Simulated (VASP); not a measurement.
A 71-atom supercell of GaN (wurtzite) holds C on the Ga site with a neighbouring N vacancy in charge state -1. It is relaxed twice, with the total moment held at 1 and at 3 μB. Level of theory: PBE GGA, VASP's PBE PAW potentials (set 64) (plane waves; VASP). Run with PREC = Normal, LREAL = Auto, ISYM = 0, NELECT = 285.0, EDIFF = 1E-5, 400 eV cut-off, 1×1×1 Γ-centred mesh, Gaussian smearing of 0.050 eV, potentials Ga N C.

The cell is charged, with a uniform compensating background. The supercell is sampled at Γ alone, which is coarse: total energies, pressure and levels can be off, energies of defects by several tenths of an eV.

Problem. Which spin state lies lower, and by how much?

Solution. The state with 1 μB lies lower, by 0.85 eV.

The cell is a supercell with a defect, built from GaN (wurtzite).
